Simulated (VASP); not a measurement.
Level of theory: LDA (Ceperley-Alder, Perdew-Zunger), VASP's LDA PAW potentials (set 64) (plane waves; VASP 6.6.1).

VASP input:

KPOINTS:
```
Automatic mesh
0
Gamma
7 7 7
0 0 0
```

### INCAR
```
SYSTEM=MgSe
PREC=Accurate; ENCUT=530; LREAL=.False.
LASPH=.True.
EDIFF=1E-7; NELM=100; ALGO=Normal
LMAXMIX=4
ISMEAR=0; SIGMA=0.05
IBRION=6; NSW=1; ISIF=3
POTIM=0.015; NFREE=2
LWAVE=.False.; LCHARG=.False.
```

POSCAR:
```
MgSe
4.1477640
  0.0000000000   0.7071067832   0.7071067832
  0.7071067832   0.0000000000   0.7071067832
  0.7071067832   0.7071067832   0.0000000000
Mg Se
1 1
Cartesian
  0.0000000000   0.0000000000   0.0000000000
  0.3535533916   0.3535533916   0.3535533916
```

POTCAR, in this order: Mg Se (LDA.64 set). Program: vasp_std.

What VASP printed:

File OUTCAR:
```


   1 f  =    8.425687 THz    52.940150 2PiTHz  281.050653 cm-1    34.845824 meV
             X         Y         Z           dx          dy          dz
      0.000000  0.000000  0.000000     0.874579    0.000000    0.000000
      1.466456  1.466456  1.466456    -0.484883    0.000000    0.000000

   2 f  =    8.425687 THz    52.940150 2PiTHz  281.050653 cm-1    34.845824 meV
             X         Y         Z           dx          dy          dz
      0.000000  0.000000  0.000000    -0.000000    0.874579    0.000000
      1.466456  1.466456  1.466456    -0.000000   -0.484883    0.000000

   3 f  =    8.425687 THz    52.940150 2PiTHz  281.050653 cm-1    34.845824 meV
             X         Y         Z           dx          dy          dz
      0.000000  0.000000  0.000000     0.000000   -0.000000   -0.874579
      1.466456  1.466456  1.466456     0.000000   -0.000000    0.484883

   4 f/i=    0.002516 THz     0.015810 2PiTHz    0.083933 cm-1     0.010406 meV
             X         Y         Z           dx          dy          dz
      0.000000  0.000000  0.000000     0.096346   -0.456044   -0.133618
      1.466456  1.466456  1.466456     0.173778   -0.822561   -0.241005

   5 f/i=    0.002516 THz     0.015810 2PiTHz    0.083933 cm-1     0.010406 meV
             X         Y         Z           dx          dy          dz
      0.000000  0.000000  0.000000     0.261136   -0.063100    0.403656
      1.466456  1.466456  1.466456     0.471007   -0.113813    0.728071

   6 f/i=    0.002516 THz     0.015810 2PiTHz    0.083933 cm-1     0.010406 meV
             X         Y         Z           dx          dy          dz
      0.000000  0.000000  0.000000     0.397036    0.152166   -0.233066
      1.466456  1.466456  1.466456     0.716130    0.274461   -0.420378

 ELASTIC MODULI CONTR FROM IONIC RELAXATION (kBar)
 Direction    XX          YY          ZZ          XY          YZ          ZX
 --------------------------------------------------------------------------------
 XX          -0.0000     -0.0000     -0.0000      0.0000      0.0000      0.0000
 YY          -0.0000     -0.0000     -0.0000      0.0000      0.0000      0.0000
 ZZ          -0.0000     -0.0000     -0.0000      0.0000      0.0000      0.0000
 XY           0.0000      0.0000      0.0000   -239.9727      0.0000      0.0000
 YZ           0.0000      0.0000      0.0000      0.0000   -239.9727      0.0000
 ZX           0.0000      0.0000      0.0000      0.0000      0.0000   -239.9727
 --------------------------------------------------------------------------------

 TOTAL ELASTIC MODULI (kBar)
 Direction    XX          YY          ZZ          XY          YZ          ZX
 --------------------------------------------------------------------------------
 XX         626.9949    460.1251    460.1251      0.0000     -0.0000      0.0000
 YY         460.1251    626.9949    460.1251      0.0000      0.0000      0.0000
 ZZ         460.1251    460.1251    626.9949     -0.0000      0.0000      0.0000
 XY           0.0000      0.0000     -0.0000    230.0714      0.0000      0.0000
 YZ          -0.0000      0.0000      0.0000      0.0000    230.0714      0.0000
 ZX           0.0000      0.0000      0.0000      0.0000      0.0000    230.0714
 --------------------------------------------------------------------------------
```
(Selected blocks of OUTCAR.)

The structure comes from a computed database's MgSe entry (F-43m); how it stands against other phases isn't given here. It was relaxed first.
